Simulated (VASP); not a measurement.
Here is the system:

```
CELL_PARAMETERS angstrom
      0.00000     2.98500     2.98500
      2.98500     0.00000     2.98500
      2.98500     2.98500     0.00000
ATOMIC_POSITIONS crystal
  Eu 0.00000 0.00000 0.00000
  S  0.50000 0.50000 0.50000
```

Calculation: PBE GGA, VASP's PBE PAW potentials (set 64) (plane waves; VASP 6.6.1). Settings: 400 eV cut-off, 2×2×2 Γ-centred mesh, Gaussian smearing of 0.050 eV, potentials Eu_2 S.

The 4f electrons are frozen in the core of the lanthanide potential, so 4f levels, which can set the real gap, and their magnetism are missing. Gaps are read on the run's mesh, which can miss a band edge.

Problem. What does the run give for the energy per atom (σ→0), band gap (on the k-mesh) with the smallest direct gap where there is one?

Solution. 
```
Quantity                                     Result
-----------------------------------  --------------
band gap (on the k-mesh)                    1.92 eV
smallest direct gap (on the k-mesh)         2.37 eV
energy per atom (σ→0)                -5063 meV/atom
```

Only differences to runs with the same potentials and settings are physical.

The compound is EuS in the rock salt structure. The cell was not relaxed at this level. The k-mesh is coarse (spacing up to 0.91 per Å, 2π included), so the numbers may not be converged in it. The run is one of a series of settings (KPOINTS 2×2×2 Γ-centred mesh against the base run), some of them coarse on purpose.
